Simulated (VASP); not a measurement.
Crystal: AlRu4.

```
CELL_PARAMETERS angstrom
4.39339 0.00000 0.00000
0.00000 4.39339 0.00000
0.00000 0.00000 4.39339
ATOMIC_POSITIONS crystal
Al 0.00000 0.00000 0.00000
Ru 0.24378 0.75622 0.75622
Ru 0.75622 0.24378 0.75622
Ru 0.75622 0.75622 0.24378
Ru 0.24378 0.24378 0.24378
```

The cell was built by a generator and needn't be a form met in nature.

```yaml
Program: VASP 6.6.1
Task: relaxation of cell and atoms
Functional: PBEsol
Potentials_or_basis: VASP PAW PBE potentials, release 64 (Al, Ru_pv)
Cutoff: 600 eV
k_mesh: 6 × 6 × 6
Occupations: methfessel-paxton, width 0.2 eV
Spin: no spin polarisation
```

At the start: pressure 25.1 GPa; volume 16.96 Å³/atom.

**Question.** Where does the relaxation end?

**Answer.** Over 14 steps the energy falls by 2356.3 meV/atom and the volume is 15.97 Å³/atom (-5.9 %); space group P-43m (No. 215, to 0.05 Å).

The path:
```tsv
step	energy change (eV)	largest force (eV/Å)	pressure (GPa)	volume (Å³)
1	0.0000	13.2614	25.10	84.80
2	-6.4468	2.4093	-16.24	121.77
3	-8.7586	2.4028	-27.73	104.24
4	0.9968	32.4389	121.32	69.90
5	-9.7413	2.2659	-25.42	98.69
6	-10.5891	1.4429	-21.90	94.54
7	-11.0597	4.5965	4.46	82.85
8	-11.3516	0.7898	-12.12	88.33
9	-11.3900	1.4454	-9.27	87.13
10	-11.3920	1.6341	-8.42	86.80
11	-11.7397	0.9872	0.14	79.10
12	-11.7715	0.3584	-2.43	80.71
13	-11.7526	0.6415	4.48	78.38
14	-11.7817	0.0083	0.02	79.83
```

Final structure:
```
Al Ru
1.0
     4.30574    0.00000    0.00000
     0.00000    4.30574    0.00000
     0.00000    0.00000    4.30574
Al Ru
1 4
Direct
  0.00000 0.00000 0.00000
  0.29961 0.70039 0.70039
  0.70039 0.29961 0.70039
  0.70039 0.70039 0.29961
  0.29961 0.29961 0.29961
```

Caveat: the PAW data sets were made with another functional, which shifts forces and pressure a little.
